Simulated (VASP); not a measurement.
Data:

```xyz
6
Lattice="4.1708 0.0000 0.0000 0.0000 4.1708 0.0000 0.0000 0.0000 2.6428" Properties=species:S:1:pos:R:3 pbc="T T T"
Si     0.0000     0.0000     0.0000
Si     2.0854     2.0854     1.3214
O      1.2816     1.2816     0.0000
O      3.3670     0.8038     1.3214
O      0.8038     3.3670     1.3214
O      2.8892     2.8892     0.0000
```

Method: revPBE GGA, VASP's PBE PAW potentials (set 64) (plane waves; VASP). Numerical set-up: 520 eV cut-off, 5×5×8 Γ-centred mesh, Gaussian smearing of 0.050 eV, potentials Si O.

Task: The ions and cell shape at fixed volume are relaxed. What does this cell relax into?

Result: 
```xyz
6
Lattice="4.1517 0.0000 0.0000 0.0000 4.1517 0.0000 0.0000 0.0000 2.6672" Properties=species:S:1:pos:R:3 pbc="T T T"
Si     0.0000     0.0000     0.0000
Si     2.0758     2.0758     1.3336
O      1.2652     1.2652     0.0000
O      3.3411     0.8106     1.3336
O      0.8106     3.3411     1.3336
O      2.8865     2.8865     0.0000
```
Space group P4_2/mnm (136), at a tolerance of 0.03 Å.

Task: How much energy does the relaxation gain?

Result: The energy (σ→0) changes by -3.5 meV/atom, in 5 ionic steps.

The compound is SiO2 in the rutile structure, stishovite, a high-pressure form. This cell is one point of a volume scan, at 0.94 of the reference volume. Symmetry was kept, so distortions that lower it aren't found.
